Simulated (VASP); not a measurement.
A convergence study with VASP on TaCo₃ (space group Pm-3m): one setting is varied, all else stays as given below, so the limit is that of these other settings. Each run relaxes cell and ions; the cell shown is the tightest run's result. The basis is that of the starting cell, so low cut-offs carry a Pulay error.

```
CELL_PARAMETERS angstrom
      3.58776     0.00000     0.00000
      0.00000     3.58776     0.00000
      0.00000     0.00000     3.58776
ATOMIC_POSITIONS crystal
  Ta 0.00000 0.00000 0.00000
  Co 0.00000 0.50000 0.50000
  Co 0.50000 0.00000 0.50000
  Co 0.50000 0.50000 0.00000
```

Calculation: PBEsol GGA, VASP's PBE PAW potentials (set 64) (plane waves; VASP). The tightest run used: 700 eV cut-off, 8×8×8 Γ-centred mesh, first-order Methfessel-Paxton smearing of 0.10 eV, potentials Ta_pv Co.

The reference is ENCUT = 700, which took about 5 core-minutes. Costs are core time on shared hosts, one run each; read them as rough ratios.

Task: Of the settings ENCUT = 200; ENCUT = 250; ENCUT = 300; ENCUT = 350; ENCUT = 400; ENCUT = 450; ENCUT = 500; ENCUT = 550; ENCUT = 600; ENCUT = 650; ENCUT = 700, which is the lowest that keeps the difference from the reference in relaxed volume (Å³/atom) within 0.05 from there on, and what does it cost?

Result: ENCUT = 300; its cost over the reference is about 1/3.
```csv
setting,difference in relaxed volume (Å³/atom),cost over the reference
ENCUT = 200,1.493,about 1/3
ENCUT = 250,0.376,about 1/5
ENCUT = 300,0.027,about 1/3
ENCUT = 350,0.014,about 1/2
ENCUT = 400,0.018,about 1/3
ENCUT = 450,0.007,about 1/2
ENCUT = 500,0.000,within a factor of 2
ENCUT = 550,0.000,within a factor of 2
ENCUT = 600,0.002,within a factor of 2
ENCUT = 650,0.002,within a factor of 2
ENCUT = 700,0.000,reference
```

Left out are rungs that failed or repeat a setting and relaxations that didn't move; long series are thinned to 24 rows.

The structure comes from a computed database's TaCo3 entry (Pm-3m); how it stands against other phases isn't given here.
